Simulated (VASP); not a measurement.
VASP runs on BaRh2 (space group Fd-3m) share one base input (PBEsol GGA, plane waves, VASP's PBE PAW potentials (set 64)) and change the settings named in each case.

File KPOINTS:
```
Automatic mesh
0
Gamma
5 5 5
0 0 0
```

**INCAR**
```
! general
SYSTEM  = BaRh2
PREC    = Accurate
ENCUT   = 300
LREAL   = .False.
LASPH   = .True.

! electronic loop
EDIFF   = 1E-6
NELM    = 100
ALGO    = Normal
LMAXMIX = 4

! smearing
ISMEAR  = -1
SIGMA   = 0.136

! functional
GGA     = PS

! spin
ISPIN   = 2

! ions
ISIF    = 2

! output
LWAVE   = .False.
LCHARG  = .False.
LORBIT  = 11
```

POSCAR:
```
BaRh2
3.9574050
  0.0000000000   1.0000000000   1.0000000000
  1.0000000000   0.0000000000   1.0000000000
  1.0000000000   1.0000000000   0.0000000000
Ba Rh
2 4
Direct
  0.5000000000   0.5000000000   0.5000000000
  0.7500000000   0.7500000000   0.7500000000
  0.1250000000   0.1250000000   0.6250000000
  0.1250000000   0.6250000000   0.1250000000
  0.1250000000   0.1250000000   0.1250000000
  0.6250000000   0.1250000000   0.1250000000
```

POTCAR, in this order: Ba_sv Rh_pv (PBE.64 set). Program: vasp_std. The INCAR's line for the spin-polarised start is left out here.

```json
[
 {"change": "base run", "E(σ→0) (eV/atom)": "-6.1763", "pressure (GPa)": "-4.01", "−TS (eV)": "-0.4415"},
 {"change": "GGA removed, POTCAR Ba_sv Rh_pv (LDA.64 set)", "E(σ→0) (eV/atom)": "-6.5796", "pressure (GPa)": "-6.89", "−TS (eV)": "-0.4433"},
 {"change": "GGA_COMPAT = .FALSE., ISPIN removed, LNONCOLLINEAR = .TRUE., LSORBIT = .TRUE., another spin-polarised start, program vasp_ncl", "E(σ→0) (eV/atom)": "-6.3548", "pressure (GPa)": "-3.95", "−TS (eV)": "-0.4397"},
 {"change": "KPOINTS 7×7×7 Γ-centred mesh", "E(σ→0) (eV/atom)": "-6.1624", "pressure (GPa)": "(withheld)", "−TS (eV)": "(withheld)"}
]
```

Some entries are withheld; supply them.

- KPOINTS 7×7×7 Γ-centred mesh, pressure (GPa): -3.91
- KPOINTS 7×7×7 Γ-centred mesh, −TS (eV): -0.5050

Energies of different potentials or functionals have different zeros.  The run has a spin-polarised start. Unless said otherwise, spin-orbit coupling is left out, though it shifts the bands of the heavy elements here. At 300 eV the pressure can carry a Pulay error.

Left out are runs that ran out of time, are held back, or changed the cell or the kind of run, fixed moments of cells without a moment, rows past the twelfth, gaps on odd meshes, pressures of charged cells and columns that move by less than the noise.

The structure comes from a computed database's BaRh2 entry; how it stands against other phases isn't given here. The cell was not relaxed at this level.
